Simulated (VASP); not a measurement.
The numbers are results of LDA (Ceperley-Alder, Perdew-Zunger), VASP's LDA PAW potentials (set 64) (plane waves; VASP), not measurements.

VASP input:

**KPOINTS**
```
kpoints
0
Gamma
5 5 7
0 0 0
```

INCAR:
```
SYSTEM = MnF2
PREC = Accurate
ENCUT = 620
EDIFF = 1E-6
NELM = 100
ALGO = Normal
LREAL = .FALSE.
LASPH = .TRUE.
ISMEAR = 0
SIGMA = 0.05
LMAXMIX = 4
ISPIN = 2
MAGMOM = 4.4 -4.4 -0.0 0.0 0.0 -0.0
LORBIT = 10
LWAVE = .FALSE.
LCHARG = .FALSE.
IBRION = 2
ISIF = 3
NSW = 40
EDIFFG = -0.02
```

POSCAR:
```
MnF2
1.0
  4.7556106240   0.0000000000   0.0000000000
  0.0000000000   4.7556106240   0.0000000000
  0.0000000000   0.0000000000   3.2197810740
Mn F
2 4
Cartesian
  0.0000000000   0.0000000000   0.0000000000
  2.3778053120   2.3778053120   1.6098905370
  1.4371917104   1.4371917104   0.0000000000
  3.8149970224   0.9406136016   1.6098905370
  0.9406136016   3.8149970224   1.6098905370
  3.3184189136   3.3184189136   3.2197810740
```

POTCAR, in this order: Mn_pv F (LDA.64 set). Program: vasp_std.

The run wrote:

**OUTCAR**
```
 ion  position               nearest neighbor table
   1  0.000  0.000  0.000-   3 2.03   6 2.03   5 2.09   4 2.09   4 2.09   5 2.09
   2  0.500  0.500  0.500-   4 2.03   5 2.03   3 2.09   6 2.09   3 2.09   6 2.09
   3  0.302  0.302  0.000-   1 2.03   2 2.09   2 2.09
   4  0.802  0.198  0.500-   2 2.03   1 2.09   1 2.09
   5  0.198  0.802  0.500-   2 2.03   1 2.09   1 2.09
   6  0.698  0.698  0.000-   1 2.03   2 2.09   2 2.09
  LATTYP: Found a simple tetragonal cell.
 ALAT       =     4.7556106240
 C/A-ratio  =     0.6770489278
 Subroutine PRICEL returns:
 Original cell was already a primitive cell.
 Subroutine GETGRP returns: Found 16 space group operations
The static configuration has the point symmetry D_2h.
 The point group associated with its full space group is D_4h.
The dynamic configuration has the point symmetry D_2h.
The overall configuration has the point symmetry D_2h.
 Subroutine INISYM returns: Found 16 space group operations
 Subroutine IBZKPT returns following result:
 Found     24 irreducible k-points:

 Following reciprocal coordinates:
            Coordinates               Weight
  0.000000  0.000000  0.000000      1.000000
  0.200000  0.000000  0.000000      4.000000
...
```

OSZICAR:
```
       N       E                     dE             d eps       ncg     rms          rms(c)
DAV:   1     0.770305303247E+03    0.77031E+03   -0.34384E+04  3112   0.219E+03
DAV:   2     0.364677222419E+02   -0.73384E+03   -0.70862E+03  3368   0.599E+02
DAV:   3    -0.428500798692E+02   -0.79318E+02   -0.78386E+02  3392   0.201E+02
DAV:   4    -0.452494161085E+02   -0.23993E+01   -0.23728E+01  3672   0.340E+01
DAV:   5    -0.452903455490E+02   -0.40929E-01   -0.40917E-01  3248   0.495E+00    0.229E+01
DAV:   6    -0.419197109969E+02    0.33706E+01   -0.23241E+01  3712   0.370E+01    0.168E+01
DAV:   7    -0.419588610061E+02   -0.39150E-01   -0.17207E+00  3240   0.112E+01    0.113E+01
DAV:   8    -0.418361001604E+02    0.12276E+00   -0.34291E-01  3376   0.522E+00    0.389E+00
DAV:   9    -0.419332273968E+02   -0.97127E-01   -0.64934E-02  3848   0.285E+00    0.821E-01
DAV:  10    -0.419350329863E+02   -0.18056E-02   -0.14722E-02  3160   0.786E-01    0.165E-01
DAV:  11    -0.419350842055E+02   -0.51219E-04   -0.40573E-04  3752   0.176E-01    0.674E-02
DAV:  12    -0.419351017772E+02   -0.17572E-04   -0.29953E-05  3536   0.465E-02    0.360E-02
DAV:  13    -0.419351080051E+02   -0.62279E-05   -0.81641E-06  3024   0.221E-02    0.102E-02
DAV:  14    -0.419351085376E+02   -0.53251E-06   -0.10584E-06  1936   0.100E-02
   1 F= -.41935109E+02 E0= -.41935109E+02  d E =-.419351E+02  mag=     0.0000
```

OUTCAR:
```
------------------------ aborting loop because EDIFF is reached ----------------------------------------
  FORCE on cell =-STRESS in cart. coord.  units (eV):
  Direction    XX          YY          ZZ          XY          YZ          ZX
  --------------------------------------------------------------------------------------
  Total        0.0596059      0.0596059     -0.0196639      0.0000000      0.0000000      0.0000000
  in kB        1.3114768      1.3114768     -0.4326536      0.0000000      0.0000000      0.0000000
  external PRESSURE =       0.7301000 kB  Pullay stress =       0.0000000 kB
  volume of cell :       72.82
      direct lattice vectors                 reciprocal lattice vectors
     4.755610624  0.000000000  0.000000000     0.210277939  0.000000000  0.000000000
     0.000000000  4.755610624  0.000000000     0.000000000  0.210277939  0.000000000
     0.000000000  0.000000000  3.219781074     0.000000000  0.000000000  0.310580122
 POSITION                                       TOTAL-FORCE (eV/Angst)
 -----------------------------------------------------------------------------------
      0.00000      0.00000      0.00000        -0.000000      0.000000      0.000000
      2.37781      2.37781      1.60989        -0.000000      0.000000      0.000000
      1.43719      1.43719      0.00000        -0.007038     -0.007038     -0.000000
      3.81500      0.94061      1.60989        -0.007038      0.007038      0.000000
      0.94061      3.81500      1.60989         0.007038     -0.007038      0.000000
      3.31842      3.31842      0.00000         0.007038      0.007038      0.000000
 -----------------------------------------------------------------------------------
    total drift:                                0.000000     -0.000000     -0.000000
  FREE ENERGIE OF THE ION-ELECTRON SYSTEM (eV)
  ---------------------------------------------------
  free  energy   TOTEN  =       -41.9351085376 eV

  energy  without entropy=      -41.9351085376  energy(sigma->0) =      -41.93510854

 total charge

# of ion       s       p       d       tot
------------------------------------------
    1        0.184   6.176   5.009  11.370
    2        0.184   6.176   5.009  11.370
    3        1.723   4.351   0.000   6.074
    4        1.723   4.351   0.000   6.074
    5        1.723   4.351   0.000   6.074
    6        1.723   4.351   0.000   6.074
--------------------------------------------------
tot          7.261  29.757  10.019  47.037

 magnetization (x)

# of ion       s       p       d       tot
------------------------------------------
    1        0.013   0.012   4.412   4.437
    2       -0.013  -0.012  -4.412  -4.437
    3       -0.003  -0.028   0.000  -0.031
    4        0.003   0.028   0.000   0.031
    5        0.003   0.028   0.000   0.031
    6       -0.003  -0.028   0.000  -0.031
--------------------------------------------------
tot          0.000   0.000   0.000   0.000

 reached required accuracy - stopping structural energy minimisation
```
(Selected blocks of OUTCAR.)

The compound is MnF2 in the rutile structure. It was relaxed first, which changed the volume by -7 %.
